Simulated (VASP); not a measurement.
Method: PBE GGA, VASP's PBE PAW potentials (set 64) (plane waves; VASP).

A VASP calculation is set up with these files.

### POSCAR
```
PbO
1
    4.0566560701     0.0000000000     0.0000000000
    0.0000000000     4.0566560701    -0.0000000000
    0.0000000000    -0.0000000000     5.4520768857
Pb O
2 2
Direct
  0.5000000000   0.0000000000   0.7814729658
  1.0000000000   0.5000000000   0.2185270342
  0.5000000000   0.5000000000   1.0000000000
  1.0000000000   0.0000000000   1.0000000000
```

### INCAR
```
ALGO = Normal
EDIFF = 1E-7
EDIFFG = -0.01
ENCUT = 600
GGA = PE
IBRION = 2
ISIF = 3
ISMEAR = 0
LASPH = T
LCHARG = F
LMAXMIX = 4
LREAL = F
LWAVE = F
NELM = 100
NSW = 40
PREC = Accurate
PSTRESS = 50
SIGMA = 0.05
SYSTEM = PbO
```

File KPOINTS:
```
Automatic
0
Gamma
  6 6 4
0 0 0
```

POTCAR, in this order: Pb_d O (PBE.64 set). Program: vasp_std.

Energy and stress use the plane-wave basis of the starting cell. Without a dispersion term in the relaxation, distances and binding between the weakly bound layers, chains or molecules are unreliable, and so is what depends on them.

Estimate the energy per atom (σ→0), volume per atom.

```json
{
  "energy per atom (σ→0)": "-5.334 eV/atom",
  "volume_per_atom": "18.53 Å³/atom"
}
```

File OSZICAR:
```
...
DAV:   1    -0.213350388135E+02   -0.21575E-02   -0.84880E-03  1736   0.154E+00    0.101E-01
DAV:   2    -0.213348063576E+02    0.23246E-03   -0.96444E-04  1904   0.360E-01    0.302E-02
DAV:   3    -0.213347731431E+02    0.33215E-04   -0.11406E-04  1944   0.207E-01    0.130E-02
DAV:   4    -0.213347678789E+02    0.52642E-05   -0.31258E-05  2096   0.821E-02    0.315E-03
DAV:   5    -0.213347666592E+02    0.12197E-05   -0.30767E-06  2160   0.215E-02    0.154E-03
DAV:   6    -0.213347661332E+02    0.52600E-06   -0.39095E-07  1264   0.110E-02    0.443E-04
DAV:   7    -0.213347660505E+02    0.82637E-07   -0.10660E-07   816   0.304E-03
  17 F= -.19021889E+02 E0= -.19021889E+02  d E =-.229826E-04
```

The compound is PbO in the litharge structure. This run relaxes it under an external pressure of 5 GPa. Symmetry was kept, so distortions that lower it aren't found.
